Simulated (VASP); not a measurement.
Input for VASP

**INCAR**
```
# general
SYSTEM =GaN
PREC   =Accurate
ENCUT  =620
LREAL  =F   # projection in real space or not
LASPH  =T   # aspherical one-centre terms

# electronic loop
EDIFF  =1E-6   # SCF stop (eV)
NELM   =100   # most electronic steps
ALGO   =Normal   # blocked Davidson
LMAXMIX=4   # l cut-off of mixed one-centre charges

# smearing
ISMEAR =0   # Gaussian
SIGMA  =0.05   # width (eV)

# functional
GGA    =PS   # PBEsol

# ions
IBRION =2   # conjugate gradients
NSW    =40
ISIF   =3   # ions, shape and volume
EDIFFG =-0.02   # ionic stop
PSTRESS=200

# output
LWAVE  =F
LCHARG =F
```

**KPOINTS**
```
Automatic mesh
0
Gamma
8 8 5
0 0 0
```

POSCAR:
```
GaN
1
    1.5448430639    -2.6757466378     0.0000000000
    1.5448430639     2.6757466378    -0.0000000000
    0.0000000000     0.0000000000     5.0336297845
Ga N
2 2
Direct
  0.6666670000   0.3333330000   0.5002218101
  0.3333330000   0.6666670000   0.0002218101
  0.6666670000   0.3333330000   0.8767781899
  0.3333330000   0.6666670000   0.3767781899
```

POTCAR, in this order: Ga_d N (PBE.64 set). Program: vasp_std.

Q: Write an equivalent input for Ansatz.

A: One equivalent input (not run):
Ansatz 0.2 input:
```yaml
crystal:
  lattice:
    - [1.5448431, -2.6757466, 0.0000000]
    - [1.5448431, 2.6757466, 0.0000000]
    - [0.0000000, 0.0000000, 5.0336298]
  atoms:
    - { symbol: Ga, position: [0.6666670, 0.3333330, 0.5002218] }
    - { symbol: Ga, position: [0.3333330, 0.6666670, 0.0002218] }
    - { symbol: N, position: [0.6666670, 0.3333330, 0.8767782] }
    - { symbol: N, position: [0.3333330, 0.6666670, 0.3767782] }
kpoints:
  mp_grid: { grid: [8, 8, 5] }
hamiltonian:
  xc: pbesol
  pseudopotentials: { kind: paw }
scf:
  occupations: { method: gaussian, width: 0.05 }
  max_iter: 100
relax:
  max_steps: 40
  f_tol: 0.02
  cell: { p_target: 20 }
output: { forces: true, stress: true, eigenvalues: true }
```
The two are equivalent in intent, not identical: each code has its own PAW files, so the cut-off isn't converted (ENCUT is set for VASP's; basis.ecutwfc is left out, and Ansatz then takes the one that its files recommend); Ansatz stops its SCF on the density residual and VASP on the energy change (EDIFF).

The compound is GaN in the wurtzite structure. It was relaxed first under an external pressure of 20 GPa.
